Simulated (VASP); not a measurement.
Wanted: the native input for a VASP 6.6.1 run.

```
Task                   : single point
Functional             : PBE
Potentials or basis    : VASP PAW PBE potentials, release 64 (C, Ca_sv)
Cutoff                 : 520 eV
k mesh                 : 8 × 8 × 8
Occupations            : fermi-dirac, width 0.02 eV
Spin                   : no spin polarisation
Dipole correction      : no
Further INCAR settings : ALGO = Fast; EDIFF = 1e-07; NBANDS = 19
```

The structure of Ca2C lies in POSCAR:

```
Ca2C
1.0
   -0.1723963973      3.0900871355      3.0900871355
    3.0900871355     -0.1723963973      3.0900871355
    3.0900871355      3.0900871355     -0.1723963973
C Ca
1 2
Direct
    0.0000000000      0.0000000000      0.0000000000
    0.2505749932      0.2505749932      0.2505749932
    0.7494250068      0.7494250068      0.7494250068
```

The cell was built by a generator and needn't be a form met in nature.

The cell isn't the ideal one: epitaxial_111 strain +4.3%.

These files were run (other wordings do the same):

INCAR

```
PREC = Accurate
ENCUT = 520
EDIFF = 1E-7
ISMEAR = -1
SIGMA = 0.02
LREAL = F
LASPH = T
NELM = 100
ALGO = Fast
ISIF = 2
LWAVE = F
LCHARG = F
GGA = PE
NBANDS = 19
```

KPOINTS

```
Automatic mesh
0
Gamma
  8 8 8
```

Potentials or basis: VASP PAW PBE potentials, release 64 (C, Ca_sv).

The run is started by

```sh
$ cat potpaw_PBE.64/C/POTCAR potpaw_PBE.64/Ca_sv/POTCAR > POTCAR
$ mpirun -np 1 vasp_std > vasp.out
```

Results of the run:

The pressure is -1.1 GPa and the band gap on the k mesh is 0.17 eV, direct.

It took 88 s on 1 thread of Intel(R) Xeon(R) 6975P-C (Granite Rapids), on a shared host, peak memory 0.25 GiB.
